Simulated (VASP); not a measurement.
```xyz
2
Lattice="4.0675 0.0000 0.0000 0.0000 4.0675 0.0000 0.0000 0.0000 4.0675" Properties=species:S:1:pos:R:3 pbc="T T T"
Cs     0.0000     0.0000     0.0000
Cl     2.0338     2.0338     2.0338
```

These are PBE GGA with D4 dispersion, VASP's PBE PAW potentials (set 64) (plane waves; VASP) values and carry that method's errors. Run with 520 eV cut-off, 7×7×7 Γ-centred mesh, Gaussian smearing of 0.050 eV, potentials Cs_sv Cl.

Unless said otherwise, spin-orbit coupling is left out, though it shifts the bands of the heavy elements here.

**Question.** What does the run give for the energy per atom (σ→0), pressure, band gap (on the k-mesh) with the smallest direct gap where there is one?

**Answer.** 
- band gap (on the k-mesh): 5.35 eV
- smallest direct gap (on the k-mesh): 5.35 eV
- energy per atom (σ→0): -3.406 eV/atom
- pressure: 1.21 GPa

Only differences to runs with the same potentials and settings are physical.

The compound is CsCl in the CsCl type structure. This cell is one point of a volume scan, at 0.94 of the reference volume.
